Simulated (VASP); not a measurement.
Output of a VASP run:

### OUTCAR
```
 ion  position               nearest neighbor table
   1  0.000  0.000  0.000-
   2  0.500  0.500  0.500-
  LATTYP: Found a simple cubic cell.
 ALAT       =     2.7379443036
 Subroutine PRICEL returns:
 Original cell was already a primitive cell.
 Subroutine GETGRP returns: Found 48 space group operations
The static configuration has the point symmetry O_h .
The dynamic configuration has the point symmetry O_h .
 Subroutine INISYM returns: Found 48 space group operations
 Subroutine IBZKPT returns following result:
 Found    120 irreducible k-points:

 Following reciprocal coordinates:
            Coordinates               Weight
  0.000000  0.000000  0.000000      1.000000
  0.066667  0.000000  0.000000      6.000000
  0.133333  0.000000  0.000000      6.000000
  0.200000  0.000000  0.000000      6.000000
  0.266667  0.000000  0.000000      6.000000
  0.333333  0.000000  0.000000      6.000000
  0.400000  0.000000  0.000000      6.000000
  0.466667  0.000000  0.000000      6.000000
  0.066667  0.066667  0.000000     12.000000
  0.133333  0.066667  0.000000     24.000000
  0.200000  0.066667  0.000000     24.000000
  0.266667  0.066667  0.000000     24.000000
  0.333333  0.066667  0.000000     24.000000
  0.400000  0.066667  0.000000     24.000000
  0.466667  0.066667  0.000000     24.000000
  0.133333  0.133333  0.000000     12.000000
  0.200000  0.133333  0.000000     24.000000
  0.266667  0.133333  0.000000     24.000000
  0.333333  0.133333  0.000000     24.000000
  0.400000  0.133333  0.000000     24.000000
  0.466667  0.133333  0.000000     24.000000
  0.200000  0.200000  0.000000     12.000000
  0.266667  0.200000  0.000000     24.000000
  0.333333  0.200000  0.000000     24.000000
  0.400000  0.200000  0.000000     24.000000
  0.466667  0.200000  0.000000     24.000000
  0.266667  0.266667  0.000000     12.000000
  0.333333  0.266667  0.000000     24.000000
  0.400000  0.266667  0.000000     24.000000
  0.466667  0.266667  0.000000     24.000000
  0.333333  0.333333  0.000000     12.000000
  0.400000  0.333333  0.000000     24.000000
  0.466667  0.333333  0.000000     24.000000
  0.400000  0.400000  0.000000     12.000000
  0.466667  0.400000  0.000000     24.000000
  0.466667  0.466667  0.000000     12.000000
  0.066667  0.066667  0.066667      8.000000
  0.133333  0.066667  0.066667     24.000000
  0.200000  0.066667  0.066667     24.000000
  0.266667  0.066667  0.066667     24.000000
   k-points           NKPTS =    120   k-points in BZ     NKDIM =    120   number of bands    NBANDS=     13
   number of dos      NEDOS =    601   number of ions     NIONS =      2
   total plane-waves  NPLWV =   8000
   dimension x,y,z NGX =    20 NGY =   20 NGZ =   20
   dimension x,y,z NGXF=    40 NGYF=   40 NGZF=   40
   ions per type =               1   1
   PREC   = accura    normal or accurate (medium, high low for compatibility)
   ISTART =      0    job   : 0-new  1-cont  2-samecut
   ICHARG =      2    charge: 1-file 2-atom 10-const
   ISPIN  =      1    spin polarized calculation?
   LNONCOLLINEAR =      F non collinear calculations
   LSORBIT =      F    spin-orbit coupling
   INIWAV =      1    electr: 0-lowe 1-rand  2-diag
   ENCUT  =  520.0 eV  38.22 Ry    6.18 a.u.   5.09  5.09  5.09*2*pi/ulx,y,z
   NELM   =    100;   NELMIN=  2; NELMDL= -5     # of ELM steps
   EDIFF  = 0.1E-06   stopping-criterion for ELM
   LREAL  =      F    real-space projection
   NLSPLINE    = F    spline interpolate recip. space projectors
   LMAXMIX     =    4 max onsite mixed and CHGCAR
   VOSKOWN=      0    Vosko Wilk Nusair interpolation
   EDIFFG = 0.1E-05   stopping-criterion for IOM
   NSW    =      0    number of steps for IOM
   NBLOCK =      1;   KBLOCK =      1    inner block; outer block
   IBRION =     -1    ionic relax: 0-MD 1-quasi-New 2-CG
...
```

OSZICAR:
```
       N       E                     dE             d eps       ncg     rms          rms(c)
DAV:   1     0.116522345765E+03    0.11652E+03   -0.10077E+04  3299   0.225E+03
DAV:   2    -0.110170992809E+02   -0.12754E+03   -0.11732E+03  3210   0.372E+02
DAV:   3    -0.204767856963E+02   -0.94597E+01   -0.91432E+01  3664   0.112E+02
DAV:   4    -0.206086502511E+02   -0.13186E+00   -0.13156E+00  3614   0.129E+01
DAV:   5    -0.206106728529E+02   -0.20226E-02   -0.20221E-02  4089   0.163E+00    0.638E+00
DAV:   6    -0.167098676949E+02    0.39008E+01   -0.10835E+01  3570   0.881E+01    0.670E+00
DAV:   7    -0.157293884254E+02    0.98048E+00   -0.29556E+00  3610   0.549E+01    0.207E+00
DAV:   8    -0.157495434902E+02   -0.20155E-01   -0.32939E-01  3827   0.142E+01    0.515E-01
DAV:   9    -0.156891586565E+02    0.60385E-01   -0.65564E-02  4033   0.474E+00    0.511E-01
DAV:  10    -0.157466337315E+02   -0.57475E-01   -0.11272E-01  3744   0.692E+00    0.434E-01
DAV:  11    -0.157481667723E+02   -0.15330E-02   -0.38639E-03  3964   0.159E+00    0.242E-01
DAV:  12    -0.157481669667E+02   -0.19439E-06   -0.26137E-03  3475   0.118E+00    0.823E-02
DAV:  13    -0.157481439494E+02    0.23017E-04   -0.19695E-04  3960   0.336E-01    0.406E-02
DAV:  14    -0.157482843040E+02   -0.14035E-03   -0.15886E-04  4395   0.274E-01    0.346E-03
DAV:  15    -0.157482859290E+02   -0.16250E-05   -0.76546E-06  3255   0.363E-02    0.260E-03
DAV:  16    -0.157482902853E+02   -0.43563E-05   -0.98237E-07  3919   0.155E-02    0.412E-03
DAV:  17    -0.157482843755E+02    0.59098E-05   -0.16274E-06  3770   0.299E-02    0.636E-04
DAV:  18    -0.157482854282E+02   -0.10527E-05   -0.61547E-08  1785   0.551E-03    0.225E-04
DAV:  19    -0.157482850566E+02    0.37158E-06   -0.15893E-08  1670   0.302E-03    0.186E-04
DAV:  20    -0.157482852723E+02   -0.21571E-06   -0.73265E-09  1650   0.201E-03    0.432E-05
DAV:  21    -0.157482852366E+02    0.35742E-07   -0.14178E-09  1665   0.759E-04
   1 F= -.15748285E+02 E0= -.15748285E+02  d E =0.000000E+00
       N       E                     dE             ncg
```

**OUTCAR**
```
------------------------ aborting loop because EDIFF is reached ----------------------------------------
  FORCE on cell =-STRESS in cart. coord.  units (eV):
  Direction    XX          YY          ZZ          XY          YZ          ZX
  --------------------------------------------------------------------------------------
  Total       -0.0117840     -0.0117840     -0.0117840      0.0000000      0.0000000     -0.0000000
  in kB       -0.9198736     -0.9198736     -0.9198736      0.0000000      0.0000000     -0.0000000
  external PRESSURE =      -0.9198736 kB  Pullay stress =       0.0000000 kB
  volume of cell :       20.52
      direct lattice vectors                 reciprocal lattice vectors
     2.737944304  0.000000000  0.000000000     0.365237525  0.000000000  0.000000000
     0.000000000  2.737944304  0.000000000     0.000000000  0.365237525  0.000000000
     0.000000000  0.000000000  2.737944304     0.000000000  0.000000000  0.365237525
 POSITION                                       TOTAL-FORCE (eV/Angst)
 -----------------------------------------------------------------------------------
      0.00000      0.00000      0.00000         0.000000      0.000000      0.000000
      1.36897      1.36897      1.36897         0.000000      0.000000      0.000000
 -----------------------------------------------------------------------------------
    total drift:                               -0.000000      0.000000      0.000000
  FREE ENERGIE OF THE ION-ELECTRON SYSTEM (eV)
  ---------------------------------------------------
  free  energy   TOTEN  =       -15.7482852366 eV

  energy  without entropy=      -15.7482852366  energy(sigma->0) =      -15.74828524

 total charge

# of ion       s       p       d       tot
------------------------------------------
    1        0.197   0.150   9.456   9.802
    2        1.754   4.313   0.000   6.067
--------------------------------------------------
tot          1.951   4.463   9.456  15.869
```
(Selected blocks of OUTCAR.)

**POSCAR**
```
CuF
1
    2.7379443036     0.0000000000     0.0000000000
   -0.0000000000     2.7379443036    -0.0000000000
    0.0000000000    -0.0000000000     2.7379443036
Cu F
1 1
Direct
  0.0000000000   0.0000000000   0.0000000000
  0.5000000000   0.5000000000   0.5000000000
```

Task: Reconstruct the remaining input files.

Result: One answer among several that fit: the input of the run itself, r2SCAN meta-GGA, plane waves, VASP's PBE PAW potentials (set 64).

### KPOINTS
```
Automatic mesh
0
Gamma
15 15 15
0 0 0
```

**KPOINTS_OPT**
```
k-points along high-symmetry lines
10
Line-mode
Reciprocal
  0.000000   0.000000   0.000000 ! GAMMA
  0.000000   0.500000   0.000000 ! X

  0.000000   0.500000   0.000000 ! X
  0.500000   0.500000   0.000000 ! M

  0.500000   0.500000   0.000000 ! M
  0.000000   0.000000   0.000000 ! GAMMA

  0.000000   0.000000   0.000000 ! GAMMA
  0.500000   0.500000   0.500000 ! R

  0.500000   0.500000   0.500000 ! R
  0.000000   0.500000   0.000000 ! X

  0.500000   0.500000   0.500000 ! R
  0.500000   0.500000   0.000000 ! M
```

### INCAR
```
SYSTEM = CuF
PREC = Accurate
ENCUT = 520
EDIFF = 1E-7
NELM = 100
ALGO = Normal
LREAL = .FALSE.
LASPH = .TRUE.
ISMEAR = -5
METAGGA = R2SCAN
LMIXTAU = .TRUE.
LMAXMIX = 4
LWAVE = .FALSE.
LCHARG = .FALSE.
LORBIT = 11
NEDOS = 601
ISIF = 2
```

POTCAR, in this order: Cu F (PBE.64 set). Program: vasp_std.

For a metal the tetrahedron method with Blöchl corrections gives inexact stress and forces.

The structure was generated: CuF was put into the CsCl type type (Pm-3m), which need not be its known phase. It was relaxed first, which changed the volume by +38 %.
